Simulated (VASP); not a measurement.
These are MS2 meta-GGA, VASP's PBE PAW potentials (set 64) (plane waves; VASP) values and carry that method's errors.

The input files of a VASP run:

### POSCAR
```
AuZn
1
    3.0546750607     0.0000000000     0.0000000000
    0.0000000000     3.0546750607     0.0000000000
    0.0000000000     0.0000000000     3.0546750607
Zn Au
1 1
Direct
  0.5000000000   0.5000000000   0.5000000000
  0.0000000000   0.0000000000   0.0000000000
```

**KPOINTS**
```
Automatic mesh
0
Gamma
12 12 12
0 0 0
```

INCAR:
```
# general
SYSTEM  = AuZn
PREC    = Accurate
ENCUT   = 520   # plane-wave cut-off (eV)
LREAL   = .FALSE.   # projection in real space or not
LASPH   = .TRUE.   # aspherical one-centre terms

# electronic loop
EDIFF   = 1E-7   # SCF stop (eV)
NELM    = 100   # most electronic steps
ALGO    = Normal
LMAXMIX = 6
LMIXTAU = .TRUE.

# smearing
ISMEAR  = 1   # Methfessel-Paxton
SIGMA   = 0.1   # width (eV)

# functional
METAGGA = MS2

# ions
ISIF    = 2   # forces and stress, cell fixed

# output
LWAVE   = .FALSE.
LCHARG  = .FALSE.
```

POTCAR, in this order: Zn Au (PBE.64 set). Program: vasp_std.

Output of the run:

### OUTCAR
```
 ion  position               nearest neighbor table
   1  0.500  0.500  0.500-   2 2.65   2 2.65   2 2.65   2 2.65   2 2.65   2 2.65   2 2.65   2 2.65
  LATTYP: Found a simple cubic cell.
 ALAT       =     3.0546750607
 Subroutine PRICEL returns:
 Original cell was already a primitive cell.
 Subroutine GETGRP returns: Found 48 space group operations
The static configuration has the point symmetry O_h .
The dynamic configuration has the point symmetry O_h .
 Subroutine INISYM returns: Found 48 space group operations
 Subroutine IBZKPT returns following result:
 Found     84 irreducible k-points:

 Following reciprocal coordinates:
            Coordinates               Weight
  0.000000  0.000000  0.000000      1.000000
  0.083333  0.000000  0.000000      6.000000
  0.166667  0.000000  0.000000      6.000000
  0.250000  0.000000  0.000000      6.000000
  0.333333  0.000000  0.000000      6.000000
  0.416667  0.000000  0.000000      6.000000
  0.500000  0.000000  0.000000      3.000000
  0.083333  0.083333  0.000000     12.000000
  0.166667  0.083333  0.000000     24.000000
  0.250000  0.083333  0.000000     24.000000
...
```

File OSZICAR:
```
       N       E                     dE             d eps       ncg     rms          rms(c)
DAV:   1     0.116541272852E+03    0.11654E+03   -0.11156E+04  2640   0.192E+03
DAV:   2    -0.632597112073E+01   -0.12287E+03   -0.11921E+03  2611   0.329E+02
DAV:   3    -0.101682800549E+02   -0.38423E+01   -0.37984E+01  3059   0.650E+01
DAV:   4    -0.101886008537E+02   -0.20321E-01   -0.20320E-01  2968   0.413E+00
DAV:   5    -0.101887584979E+02   -0.15764E-03   -0.15764E-03  3087   0.382E-01    0.178E+01
DAV:   6     0.124971726850E+02    0.22686E+02   -0.29906E+01  2898   0.957E+01    0.677E+00
DAV:   7     0.122037439240E+02   -0.29343E+00   -0.93588E-01  2984   0.227E+01    0.468E+00
DAV:   8     0.123106582881E+02    0.10691E+00   -0.11803E+00  2629   0.145E+01    0.172E+00
DAV:   9     0.122887159310E+02   -0.21942E-01   -0.20765E-01  2997   0.103E+01    0.533E-01
DAV:  10     0.122923301190E+02    0.36142E-02   -0.30080E-02  2758   0.299E+00    0.229E-01
DAV:  11     0.122908940821E+02   -0.14360E-02   -0.42968E-03  3131   0.142E+00    0.230E-01
DAV:  12     0.122908091990E+02   -0.84883E-04   -0.15630E-03  2811   0.641E-01    0.915E-02
DAV:  13     0.122910312621E+02    0.22206E-03   -0.44809E-04  2597   0.242E-01    0.124E-02
DAV:  14     0.122908047392E+02   -0.22652E-03   -0.14117E-04  2611   0.173E-01    0.183E-02
DAV:  15     0.122908076672E+02    0.29280E-05   -0.25328E-05  2730   0.641E-02    0.226E-03
DAV:  16     0.122908068256E+02   -0.84161E-06   -0.78344E-07  2835   0.891E-03    0.335E-03
DAV:  17     0.122908064581E+02   -0.36755E-06   -0.12018E-06  2625   0.141E-02    0.147E-03
DAV:  18     0.122908066065E+02    0.14846E-06   -0.10909E-07  1352   0.498E-03    0.596E-04
DAV:  19     0.122908062705E+02   -0.33600E-06   -0.69833E-09  1358   0.180E-03    0.303E-04
DAV:  20     0.122908062909E+02    0.20314E-07   -0.37783E-09  1323   0.721E-04
   1 F= 0.12290806E+02 E0= 0.12290963E+02  d E =-.469466E-03
```

### OUTCAR
```
------------------------ aborting loop because EDIFF is reached ----------------------------------------
  FORCE on cell =-STRESS in cart. coord.  units (eV):
  Direction    XX          YY          ZZ          XY          YZ          ZX
  --------------------------------------------------------------------------------------
  Total        2.0831415      2.0831415      2.0831415      0.0000000      0.0000000     -0.0000000
  in kB      117.0939091    117.0939091    117.0939091      0.0000000      0.0000000     -0.0000000
  external PRESSURE =     117.0939091 kB  Pullay stress =       0.0000000 kB
  volume of cell :       28.50
      direct lattice vectors                 reciprocal lattice vectors
     3.054675061  0.000000000  0.000000000     0.327367062  0.000000000  0.000000000
     0.000000000  3.054675061  0.000000000     0.000000000  0.327367062  0.000000000
     0.000000000  0.000000000  3.054675061     0.000000000  0.000000000  0.327367062
 POSITION                                       TOTAL-FORCE (eV/Angst)
 -----------------------------------------------------------------------------------
      1.52734      1.52734      1.52734         0.000000      0.000000      0.000000
      0.00000      0.00000      0.00000         0.000000      0.000000      0.000000
 -----------------------------------------------------------------------------------
    total drift:                                0.000000      0.000000     -0.000000
  FREE ENERGIE OF THE ION-ELECTRON SYSTEM (eV)
  ---------------------------------------------------
  free  energy   TOTEN  =        12.2908062909 eV

  energy  without entropy=       12.2912757571  energy(sigma->0) =       12.29096278
```
(Selected blocks of OUTCAR.)

The compound is AuZn in the CsCl type structure. This cell is one point of a volume scan, at 0.94 of the reference volume. The electron count is odd and the run is not spin-polarised, which forces a metal.
